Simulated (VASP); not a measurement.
Level of theory: PBE GGA, VASP's PBE PAW potentials (set 64) (plane waves; VASP).

Input for VASP

### KPOINTS
```
Regular mesh
0
gamma
 7 7 7
0 0 0
```

File POSCAR:
```
GaAs
1
    0.0000000000     2.8250000000     2.8250000000
    2.8250000000     0.0000000000     2.8250000000
    2.8250000000     2.8250000000     0.0000000000
Ga As
1 1
Direct
  0.0000000000   0.0000000000   0.0000000000
  0.2500000000   0.2500000000   0.2500000000
```

INCAR:
```
SYSTEM = GaAs
PREC = Accurate
ENCUT = 400
EDIFF = 1E-6
NELM = 100
ALGO = Normal
LREAL = .FALSE.
LASPH = .TRUE.
ISMEAR = 0
SIGMA = 0.05
GGA = PE
LMAXMIX = 4
LWAVE = .FALSE.
LCHARG = .FALSE.
ISIF = 2
```

POTCAR, in this order: Ga_d As (PBE.64 set). Program: vasp_std.

Output of the run:

### OUTCAR
```
 ion  position               nearest neighbor table
   1  0.000  0.000  0.000-   2 2.45   2 2.45   2 2.45   2 2.45
   2  0.250  0.250  0.250-   1 2.45   1 2.45   1 2.45   1 2.45
  LATTYP: Found a face centered cubic cell.
 ALAT       =     5.6500000000
 Subroutine PRICEL returns:
 Original cell was already a primitive cell.
 Subroutine GETGRP returns: Found 24 space group operations
The static configuration has the point symmetry T_d .
The dynamic configuration has the point symmetry T_d .
 Subroutine INISYM returns: Found 24 space group operations
 Subroutine IBZKPT returns following result:
 Found     20 irreducible k-points:

 Following reciprocal coordinates:
            Coordinates               Weight
  0.000000  0.000000  0.000000      1.000000
  0.142857  0.000000  0.000000      8.000000
  0.285714  0.000000  0.000000      8.000000
  0.428571  0.000000  0.000000      8.000000
  0.142857  0.142857  0.000000      6.000000
  0.285714  0.142857  0.000000     24.000000
  0.428571  0.142857  0.000000     24.000000
 -0.428571  0.142857  0.000000     24.000000
 -0.285714  0.142857  0.000000     24.000000
...
```

### OSZICAR
```
       N       E                     dE             d eps       ncg     rms          rms(c)
DAV:   1     0.715861166070E+02    0.71586E+02   -0.82287E+03   528   0.163E+03
DAV:   2    -0.336065419387E+01   -0.74947E+02   -0.71652E+02   560   0.281E+02
DAV:   3    -0.832651690945E+01   -0.49659E+01   -0.49403E+01   685   0.679E+01
DAV:   4    -0.839863572427E+01   -0.72119E-01   -0.72102E-01   580   0.908E+00
DAV:   5    -0.839994523728E+01   -0.13095E-02   -0.13094E-02   660   0.101E+00    0.292E+00
DAV:   6    -0.825643737725E+01    0.14351E+00   -0.25967E-01   789   0.969E+00    0.177E+00
DAV:   7    -0.823683933498E+01    0.19598E-01   -0.74776E-02   686   0.221E+00    0.568E-01
DAV:   8    -0.823758628866E+01   -0.74695E-03   -0.10688E-02   590   0.144E+00    0.104E-01
DAV:   9    -0.823797839634E+01   -0.39211E-03   -0.10944E-03   623   0.459E-01    0.530E-02
DAV:  10    -0.823804380945E+01   -0.65413E-04   -0.82891E-05   665   0.106E-01    0.289E-02
DAV:  11    -0.823809575210E+01   -0.51943E-04   -0.80423E-05   550   0.771E-02    0.343E-03
DAV:  12    -0.823809609536E+01   -0.34326E-06   -0.13061E-06   507   0.189E-02
   1 F= -.82380961E+01 E0= -.82380961E+01  d E =-.411412E-11
```

### OUTCAR
```
------------------------ aborting loop because EDIFF is reached ----------------------------------------
  FORCE on cell =-STRESS in cart. coord.  units (eV):
  Direction    XX          YY          ZZ          XY          YZ          ZX
  --------------------------------------------------------------------------------------
  Total        0.9548262      0.9548262      0.9548262     -0.0000000      0.0000000     -0.0000000
  in kB       33.9273200     33.9273200     33.9273200     -0.0000000      0.0000000     -0.0000000
  external PRESSURE =      33.9273200 kB  Pullay stress =       0.0000000 kB
  volume of cell :       45.09
      direct lattice vectors                 reciprocal lattice vectors
     0.000000000  2.825000000  2.825000000    -0.176991150  0.176991150  0.176991150
     2.825000000  0.000000000  2.825000000     0.176991150 -0.176991150  0.176991150
     2.825000000  2.825000000  0.000000000     0.176991150  0.176991150 -0.176991150
  FREE ENERGIE OF THE ION-ELECTRON SYSTEM (eV)
  ---------------------------------------------------
  free  energy   TOTEN  =        -8.2380960954 eV

  energy  without entropy=       -8.2380960954  energy(sigma->0) =       -8.23809610
```
(Selected blocks of OUTCAR.)

**OUTCAR**
```
 val. band max:        3.9535391000   @ k =   0.0000   0.0000   0.0000

 cond. band min:       4.4873513493   @ k =   0.0000   0.0000   0.0000


 Fermi energy:         4.1651359709

 k-point     1 :       0.0000    0.0000    0.0000
  band No.  band energies     occupation
      1     -10.8611      2.00000
      2     -10.8611      2.00000
      3     -10.8611      2.00000
      4     -10.7815      2.00000
      5     -10.7815      2.00000
      6      -8.7865      2.00000
      7       3.9535      2.00000
      8       3.9535      2.00000
      9       3.9535      2.00000
     10       4.4874      0.00000
     11       7.6806      0.00000
     12       7.6806      0.00000
     13       7.6806      0.00000

 k-point     2 :       0.1429    0.0000    0.0000
  band No.  band energies     occupation
      1     -10.8782      2.00000
      2     -10.8563      2.00000
      3     -10.8563      2.00000
      4     -10.7814      2.00000
      5     -10.7814      2.00000
      6      -8.5485      2.00000
      7       1.6687      2.00000
      8       3.6561      2.00000
      9       3.6561      2.00000
     10       5.5909      0.00000
     11       8.1147      0.00000
     12       8.1147      0.00000
     13       8.3407      0.00000

 k-point     3 :       0.2857    0.0000    0.0000
  band No.  band energies     occupation
      1     -10.9127      2.00000
      2     -10.8474      2.00000
      3     -10.8474      2.00000
      4     -10.7804      2.00000
      5     -10.7804      2.00000
      6      -7.9017      2.00000
      7      -0.7520      2.00000
      8       3.1572      2.00000
      9       3.1572      2.00000
     10       5.3035      0.00000
     11       8.6171      0.00000
     12       8.6171      0.00000
     13      10.5023      0.00000

 k-point     4 :       0.4286    0.0000    0.0000
  band No.  band energies     occupation
      1     -10.9372      2.00000
      2     -10.8419      2.00000
      3     -10.8419      2.00000
...
```

The compound is GaAs in the zinc blende structure. The cell was not relaxed at this level.
